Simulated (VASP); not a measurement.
Calculation: PBE GGA, VASP's PBE PAW potentials (set 64) (plane waves; VASP).

VASP input:

### KPOINTS
```
Automatic mesh
0
Gamma
12 12 12
0 0 0
```

**INCAR**
```
SYSTEM = ZrC
PREC = Accurate
ENCUT = 600
EDIFF = 1E-7
NELM = 100
ALGO = Normal
LREAL = .FALSE.
LASPH = .TRUE.
ISMEAR = 1
SIGMA = 0.1
GGA = PE
LMAXMIX = 4
LWAVE = .FALSE.
LCHARG = .FALSE.
ISIF = 2
```

POSCAR:
```
ZrC
1
    0.0000000000     2.4261446791     2.4261446791
    2.4261446791     0.0000000000     2.4261446791
    2.4261446791     2.4261446791     0.0000000000
Zr C
1 1
Direct
  0.0000000000   0.0000000000   0.0000000000
  0.5000000000   0.5000000000   0.5000000000
```

POTCAR, in this order: Zr_sv C (PBE.64 set). Program: vasp_std.

**Question.** What will the output report for the number of irreducible k-points (NKPTS), number of bands (NBANDS), largest plane-wave count, number of space-group operations, FFT grid (NGX, NGY, NGZ)?

**Answer.** 
The number of irreducible k-points (NKPTS) is 72, the number of bands (NBANDS) comes out as 12 and the largest plane-wave count is 964. The number of space-group operations is 48 and the FFT grid (NGX, NGY, NGZ) is 28 × 28 × 28.

The compound is ZrC in the rock salt structure. This cell was strained or had an atom moved on purpose.
